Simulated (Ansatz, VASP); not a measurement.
## KSrH3 in two plane-wave programs

One calculation is typed for both programs; each brings its own data sets. How far apart do they land? The cell is generated by rule, not measured, and may not be a known phase. The cell is taken from a series of runs on this material, whose earlier steps may have relaxed, scaled, displaced or heated it; both programs get it as it stands.

Method: plane waves, with VASP 6.6.1 beside it; zone-centre phonons at PBEsol, in Ansatz 0.2.0.

The structure was built from a prototype and need not be the compound's stable phase.

## 1. Set-up

Symmetry: P4/mbm, No. 127, tetragonal system. The conventional cell has a = 6.529 Å, b = 6.529 Å, c = 4.760 Å, α = 90.00°, β = 90.00°, γ = 90.00°. K has 4 H at 2.88 Å nearest. Nearest to Sr lie 6 H at 2.38 to 2.41 Å. Nearest to H lie 2 Sr at 2.41 Å and 2 K at 2.88 Å. Nearest to H lie 2 Sr at 2.38 Å. Farther neighbours are not listed.

## 2. Ansatz: zone-centre phonons, PBEsol

Ansatz runs on its PAW soft_1 files.

Second derivatives magnify differences that forces hide, and they need a tight electronic threshold.

Input file input.yaml:

```yaml
crystal:
  lattice:
    - [6.5291633549, 0.0, 0.0]
    - [0.0, 6.5291633549, 0.0]
    - [0.0, 0.0, 4.7595038377]
  atoms:
    - { symbol: K, position: [0.5, 0.0, 0.0] }
    - { symbol: K, position: [0.0, 0.5, 0.0] }
    - { symbol: Sr, position: [0.0, 0.0, 0.5] }
    - { symbol: Sr, position: [0.5, 0.5, 0.5] }
    - { symbol: H, position: [0.6760167647, 0.1760167647, 0.5] }
    - { symbol: H, position: [0.3239832353, 0.8239832353, 0.5] }
    - { symbol: H, position: [0.8239832353, 0.6760167647, 0.5] }
    - { symbol: H, position: [0.1760167647, 0.3239832353, 0.5] }
    - { symbol: H, position: [0.0, 0.0, 0.0] }
    - { symbol: H, position: [0.5, 0.5, 0.0] }
kpoints:
  mp_grid: { grid: [4, 4, 6] }
hamiltonian:
  xc: pbesol
  pseudopotentials: { kind: paw, azcp: { folder: soft_1 }, xc_functional: pbe }
scf:
  occupations: { method: fixed }
output:
  eigenvalues: true
phonons:
  method: dfpt
  dielectric: true
  rigid_motions: translations
```

Command:

```sh
$ ansatz run input.yaml --threads 4 --pin off --max-ram 16384MiB --backend cpu --events-out ev --progress --plain --runs-dir out
```

Numbers of over 12 decimals in the logs are rounded to 6 here.

Log:

```text
Engine: ansatz 0.2.0, aarch64-unknown-linux-gnu
Pseudopotentials: kind: paw
Pseudopotential: K, paw, valence charge 9, recommended cutoff 420 eV (normal), soft_1/K.paw.azcp
Pseudopotential: Sr, paw, valence charge 10, recommended cutoff 420 eV (normal), soft_1/Sr.paw.azcp
Pseudopotential: H, paw, valence charge 1, recommended cutoff 420 eV (normal), soft_1/H.paw.azcp
Functional definition: PBEsol
  exchange = pbesol_x
  correlation = pbesol_c
Crystal: 10 atoms, lattice volume = 202.898 Å³
Basis set: ecut = 420 eV, 3963 PW (Γ), exchange–correlation on 96×96×64 points (8 copies of the dense FFT grid, shifted against one another)
Bands: 32, of which v1, the nominal top of the filled ones, is band 22 counted from 1 (21 counted from 0)
Symmetry: 16 space group operations
k-points: 52 of 96 (irreducible under 1 space group operation, time reversal used)
Non-local potential: K, projectors of the file, l = 0: 3, l = 1: 2, l = 2: 2
Non-local potential: Sr, projectors of the file, l = 0: 3, l = 1: 2, l = 2: 2
Non-local potential: H, projectors of the file, l = 0: 2, l = 1: 1
PAW form: soft (Blöchl's): semilocal exchange-correlation on the pseudo side does not see the compensation charge
PAW frozen core: K, regenerated for the run's functional, and the local potential with it (the file was generated under x = pbe(κ = 0.804, μ = 0.219515), c = pbe(β = 0.066725))
PAW frozen core: Sr, regenerated for the run's functional, and the local potential with it (the file was generated under x = pbe(κ = 0.804, μ = 0.219515), c = pbe(β = 0.066725))
PAW one-centre angular grid: K, 110 points (default); XC on 64 Gauss nodes
PAW one-centre angular grid: Sr, 110 points (default); XC on 64 Gauss nodes
PAW one-centre angular grid: H, 110 points (default); XC on 64 Gauss nodes
Initial density: superposition of atomic densities (chi_scale 0.1, normalization cell, long waves kept (reshape's long-wave potential 0.01 eV rms))
Initial wavefunctions: pseudopotential atomic-orbital guess
Functional: x = pbesol(κ = 0.804, μ = 0.123457), c = pbesol(β = 0.046)
SCF iter   1: F=—  HF=-10115.650073 eV  |F-HF|=—  |Δ(HF+E_count)|=         —  Δρ=4.74e-2  dr2=6.09e0  ethr=3.10e-3  ⟨swp⟩=5.6  Hψ=6751  notcnv=0  defer=359
preconditioner: auto → Resta (q_TF=auto, 2.115 Å⁻¹)  ε∞=2.1  [insulator: Δε(μ)=3.474 eV  Ē_g=14.586 eV  n_scr=30 (ndim 8)  ℏωp=15.6 eV  f_vac=0.000  ε∞_Penn≈2.1]
SCF iter   2: F=—  HF=-10113.867739 eV  |F-HF|=—  |Δ(HF+E_count)|=    1.78e0  Δρ=1.76e-2  dr2=1.09e0  ethr=3.10e-3  ⟨swp⟩=2.0  Hψ=2541  notcnv=0  defer=390
SCF iter   3: F=—  HF=-10113.589055 eV  |F-HF|=—  |Δ(HF+E_count)|=   2.79e-1  Δρ=3.69e-3  dr2=2.71e-2  ethr=2.48e-3  ⟨swp⟩=2.7  Hψ=1955  notcnv=0  defer=395
SCF iter   4: F=—  HF=-10113.601471 eV  |F-HF|=—  |Δ(HF+E_count)|=   1.24e-2  Δρ=6.13e-4  dr2=1.02e-3  ethr=6.15e-5  ⟨swp⟩=3.3  Hψ=2018  notcnv=0  defer=408
SCF iter   5: F=—  HF=-10113.601983 eV  |F-HF|=—  |Δ(HF+E_count)|=   5.12e-4  Δρ=1.46e-4  dr2=3.71e-5  ethr=2.32e-6  ⟨swp⟩=2.3  Hψ=2560  notcnv=0  defer=413
SCF iter   6: F=—  HF=-10113.602036 eV  |F-HF|=—  |Δ(HF+E_count)|=   5.23e-5  Δρ=2.93e-5  dr2=1.37e-6  ethr=8.43e-8  ⟨swp⟩=2.6  Hψ=2386  notcnv=0  defer=406
SCF iter   7: F=—  HF=-10113.602037 eV  |F-HF|=—  |Δ(HF+E_count)|=   1.12e-6  Δρ=6.09e-6  dr2=7.20e-8  ethr=3.12e-9  ⟨swp⟩=2.0  Hψ=2808  notcnv=0  defer=399
SCF iter   8: F=—  HF=-10113.602037 eV  |F-HF|=—  |Δ(HF+E_count)|=   7.62e-8  Δρ=7.80e-7  dr2=1.76e-9  ethr=1.64e-10  ⟨swp⟩=2.0  Hψ=2587  notcnv=0  defer=399
SCF iter   9: F=-10113.602037 eV  HF=-10113.602037 eV  |F-HF|=4.18e-11  |Δ(HF+E_count)|=   3.53e-9  Δρ=1.01e-7  dr2=3.29e-11  ethr=1.00e-12  ⟨swp⟩=21.3  Hψ=16103  notcnv=0
SCF 1 converged in 9 iterations: F = -10113.602037 eV  dr2 = 3.29e-11
  greatest PAW one-centre occupation: 0.987 electrons in one spin orbital (limit 2), on the Sr atom at site 3 (counted from 0), in its partial waves of l = 0
DFPT response loops at Γ: preconditioner auto → Resta (q_TF=auto, 2.115 Å⁻¹)  ε∞=5.0 (no band partly filled); β = 1.00, the filter's whole step (`scf.mixing.beta` (0.50) is not read by the response loops at its default; to damp them type it under 1.00, their step now; it binds the ground state too); Broyden in place of MSR1
── the response to a field inside a basis, on 4×4×6 k-points: an SCF that follows is theirs, and a resumed run solves both again ──
Bands: 23, of which v1, the nominal top of the filled ones, is band 22 counted from 1 (21 counted from 0)
k-points: 9 of 96
Initial density: handed on by an earlier stage of this run
Initial wavefunctions: pseudopotential atomic-orbital guess (no wavefunctions were taken with the density)
Eigensolver: Dense (9 Hₖ)
SCF iter   1: F=—  HF=-10113.584041 eV  |F-HF|=—  |Δ(HF+E_count)|=         —  Δρ=1.75e-4  dr2=1.84e-5  ethr=1.00e-1
[...]
SCF iter   3: F=—  HF=-10113.584059 eV  |F-HF|=—  |Δ(HF+E_count)|=   5.85e-6  Δρ=7.91e-6  dr2=1.09e-7  ethr=1.02e-8
SCF iter   4: F=-10113.584059 eV  HF=-10113.584059 eV  |F-HF|=1.54e-9  |Δ(HF+E_count)|=   1.04e-7  Δρ=8.54e-7  dr2=1.75e-9  ethr=2.47e-10
SCF 1 converged in 4 iterations: F = -10113.584059 eV  dr2 = 1.75e-9
DFPT response loops at Γ: preconditioner auto → Resta (q_TF=auto, 2.115 Å⁻¹)  ε∞=4.8 (no band partly filled); β = 1.00, the filter's whole step (`scf.mixing.beta` (0.50) is not read by the response loops at its default; to damp them type it under 1.00, their step now; it binds the ground state too); Broyden in place of MSR1
SCF converged after 9 iterations
Free energy (F): -10113.602037 eV
Harris-Foulkes:  -10113.602037 eV  (|F-HF|=4.18e-11)
Internal energy: -10113.602037 eV  (E = F + TS)
E sigma→0 (E₀):  -10113.602037 eV
Fermi energy:    2.129346 eV
--- Per-component energies (eV) ---
  E_band       = -502.583596
  E_kinetic    = 1051.421154
  E_local      = -2809.771469  (includes V_loc(G=0)·N_el)
  E_nonlocal   = 499.864567
  E_hartree    = 805.723591
  E_xc         = -666.043932
  E_vxc        = -705.456873  (∫ρ·V_xc dr)
  E_paw        = -6807.345007  (= ΣΔE_a)
  E_vpaw       = -150.082944  (= ΣTr[D̂ρ^β])
  E_aug_tail   = -0.005218  (compensation charges beyond the density's cutoff)
  E_ewald      = -2187.930190
  E_core_change = 0.484466  (= ΣΔE_core)
  E_smearing   = -0.000000  (= −TS)
  E_closure    = -0.000000  (closes the sum)
  Σ components = -10113.602037   (vs F -10113.602037, Δ=0.00e0)
--- Band table (eV; the first three rows and the last of 52) ---
  k-point 0: bands = [... 18 lower, 1.0026, 1.0825, 2.1293, 2.1293, 4.8996, 6.7909, 6.7909, 7.8573, ... 6 higher]
  k-point 1: bands = [... 18 lower, 1.0767, 1.1642, 2.1214, 2.1214, 5.0621, 6.2810, 6.2810, 7.7778, ... 6 higher]
  k-point 2: bands = [... 18 lower, 1.2678, 1.4712, 2.1058, 2.1058, 5.4649, 5.7068, 5.7068, 7.2003, ... 6 higher]
  k-point 51: bands = [... 18 lower, 1.7514, 1.7514, 1.7733, 1.7733, 4.4822, 4.4822, 6.4177, 6.4177, ... 6 higher]
--- Phonons (Γ-DFPT): 8 representative perturbations + reference, on 52 of 96 k-points (Σ response iterations 28) ---
  k mesh reduced under 1 symmetry operation, with k and −k counted as one. Each operation leaves every solved perturbation unchanged. A smaller set is not considered because the run solves the response to a homogeneous field
  ASR residual: 2.115e-4 → 0.000e0 eV/Å²; symmetrization residual: 3.245e-7 eV/Å²
  ASR residual per site (eV/Å²): 4.00e-5 4.00e-5 2.12e-4 2.12e-4 2.36e-6 2.36e-6 2.36e-6 2.36e-6 2.47e-5 2.47e-5
  Γ frequencies (cm⁻¹): -66.17 -66.17 -51.67 -51.67 0.00 0.00 0.00 68.41 78.31 82.06 82.06 99.41 182.62 182.62 284.97 315.10 315.10 374.30 390.20 390.20 423.75 423.75 492.43 715.36 1014.22 1014.22 1050.15 1107.55 1110.64 1156.68
  ε∞ (high-frequency dielectric tensor):
        3.179821     0.000000     0.000000
        0.000000     3.179821     0.000000
        0.000000     0.000000     3.159029
  softest optical mode at Γ: -66.17 cm⁻¹; the repairs (sum rule, projections) moved no ω² at Γ by more than (3.05 cm⁻¹)²
  Born effective charges Z* (e; rows j = field, columns β = displacement):
    site 0:
         1.10284   -0.01109    0.00000
        -0.01109    1.10284    0.00000
         0.00000    0.00000    1.17296
    site 1:
         1.10284    0.01109    0.00000
         0.01109    1.10284    0.00000
         0.00000    0.00000    1.17296
    site 2:
         1.85669    0.01150    0.00000
        -0.01150    1.85669    0.00000
         0.00000    0.00000    1.74710
    site 3:
         1.85669   -0.01150    0.00000
         0.01150    1.85669    0.00000
         0.00000    0.00000    1.74710
    site 4:
        -1.02356    0.09656    0.00000
         0.09656   -1.02356    0.00000
         0.00000    0.00000   -0.90476
    site 5:
        -1.02356    0.09656    0.00000
         0.09656   -1.02356    0.00000
         0.00000    0.00000   -0.90476
    site 6:
        -1.02356   -0.09656    0.00000
        -0.09656   -1.02356    0.00000
         0.00000    0.00000   -0.90476
    site 7:
[...]
site 8:
[...]
site 9:
[...]
Z* charge neutrality: 2.892e-3 e pre-enforcement
  solved inside a basis spanned on kpoints, on 4×4×6 k-points, its susceptibility summed on 8×8×10: ε∞ is read to err by 8.2e-3, Z* by 1.2e-2 e (field_mesh: kpoints solves on kpoints); Z* is corrected for what the basis lacks
  optical modes at Γ without the LO–TO term, one row a degenerate level:
      ω (cm⁻¹)  modes    IR ((D/Å)²/amu)
[...]
optical modes at Γ + LO–TO along q̂ = [1.0000, 0.0000, 0.0000]:
      ω (cm⁻¹)  modes    IR ((D/Å)²/amu)
[...]
optical modes at Γ + LO–TO along q̂ = [0.0000, 1.0000, 0.0000]:
      ω (cm⁻¹)  modes    IR ((D/Å)²/amu)
[...]
optical modes at Γ + LO–TO along q̂ = [0.0000, 0.0000, 1.0000]:
      ω (cm⁻¹)  modes    IR ((D/Å)²/amu)
[...]
492.43      1             0.0000
        613.57      1            57.6960
        715.36      1             0.0000
       1014.22      2            93.8572
       1050.15      1             0.0000
       1107.55      1             0.0000
       1156.68      1             0.0000
       1200.70      1            76.6224
```

(Part 1 of 3 ends here.)

[Lines on the potential files, build, host, timing and source positions are cut from VASP's logs without a mark.]

[Logs are printed without paths, hosts, clocks, repeated set-up lines and the standing remarks that a program may print on its own settings, such as how far it seeks lower states.]

[Hosts, paths, dates, database ids (printed as entryN), source tags and the programs' standing remarks are cut or masked in the printed files.]
